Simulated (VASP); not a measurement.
Input:

```
CELL_PARAMETERS angstrom
      0.00000     3.30311     3.30311
      3.30311     0.00000     3.30311
      3.30311     3.30311     0.00000
ATOMIC_POSITIONS crystal
  K  0.01514 0.01514 0.98486
  Br 0.50000 0.50000 0.50000
```

Level of theory: r2SCAN meta-GGA, VASP's PBE PAW potentials (set 64) (plane waves; VASP 6.6.1). Numerical set-up: 480 eV cut-off, 6×6×6 Γ-centred mesh, Gaussian smearing of 0.050 eV, potentials K_sv Br.

Problem. Give the force on each atom (eV/Å).

Solution. 
```tsv
atom	Fx	Fy	Fz
K1	0.000	0.000	-0.136
Br2	0.000	0.000	0.136
```

Problem. Give the stress tensor in GPa (positive for a compressed cell).

Solution. 
```
0.00  0.00  0.00
0.00  0.00  0.00
0.00  0.00  0.22
```
The pressure is its mean diagonal, 0.07 GPa.

The compound is KBr in the rock salt structure. This cell was strained or had an atom moved on purpose.
